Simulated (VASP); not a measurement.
Consider the following.

```
CELL_PARAMETERS angstrom
     -1.50611     1.50611     1.50611
      1.50611    -1.50611     1.50611
      1.50611     1.50611    -1.50611
ATOMIC_POSITIONS crystal
  V  0.00000 0.00000 0.00000
```

All values below come from PBE GGA, VASP's PBE PAW potentials (set 64) (plane waves; VASP). Run with 240 eV cut-off, 6×6×6 Γ-centred mesh, Fermi-Dirac smearing of 0.14 eV, potentials V_sv.

At this cut-off the stress carries a Pulay error, which pulls relaxed volumes low.  Energy and stress use the plane-wave basis of the starting cell.

**Question.** The ions, cell shape and volume are relaxed. Which structure does the run end with?

**Answer.** 
```
CELL_PARAMETERS angstrom
     -1.45895     1.45895     1.45895
      1.45895    -1.45895     1.45895
      1.45895     1.45895    -1.45895
ATOMIC_POSITIONS crystal
  V  0.00000 0.00000 0.00000
```
Space group Im-3m (229), at a tolerance of 0.03 Å.

**Question.** How do energy and volume change from the first to the last step?

**Answer.** The energy (σ→0) changes by -152.2 meV/atom and the volume by -9.1 %, in 15 ionic steps.

The structure comes from a computed database's V entry; how it stands against other phases isn't given here. This run relaxes it. Symmetry was kept, so distortions that lower it aren't found. The k-mesh is coarse (spacing up to 0.51 per Å, 2π included), so the numbers may not be converged in it. The run is one of a series of settings (EDIFFG = -0.01, ENCUT = 240, IBRION = 2, ISIF = 3, ISMEAR = -1, NSW = 50, SIGMA = 0.136, KPOINTS 6×6×6 Γ-centred mesh against the base run), some of them coarse on purpose. The run is not spin-polarised, so no magnetic state was tried.
